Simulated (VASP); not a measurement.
Consider the following.

```yaml
crystal:
  lattice:
    - [4.02888, 0.00000, 0.00000]
    - [0.00000, 4.02888, 0.00000]
    - [0.00000, 0.00000, 4.02888]
  atoms:
    - { symbol: K, position: [0.00000, 0.00000, 0.00000] }
    - { symbol: Ta, position: [0.50000, 0.50000, 0.50000] }
    - { symbol: O, position: [0.50000, 0.00000, 0.50000] }
    - { symbol: O, position: [0.00000, 0.50000, 0.50000] }
    - { symbol: O, position: [0.50000, 0.50000, 0.00000] }
```

The numbers are results of PBE GGA, VASP's PBE PAW potentials (set 64) (plane waves; VASP 6.6.1), not measurements. Run with 520 eV cut-off, Gaussian smearing of 0.050 eV, potentials K_sv Ta_pv O.

Unless said otherwise, spin-orbit coupling is left out, though it shifts the bands of the heavy elements here.

What does the run give for the band gap (along the path) with the smallest direct gap where there is one?

```yaml
band gap (along the path): 2.11 eV
smallest direct gap (along the path): 2.74 eV
```

The absolute energy has meaning only against runs of the same code, potentials and settings.

The compound is KTaO3 in the cubic perovskite structure. It was relaxed first.
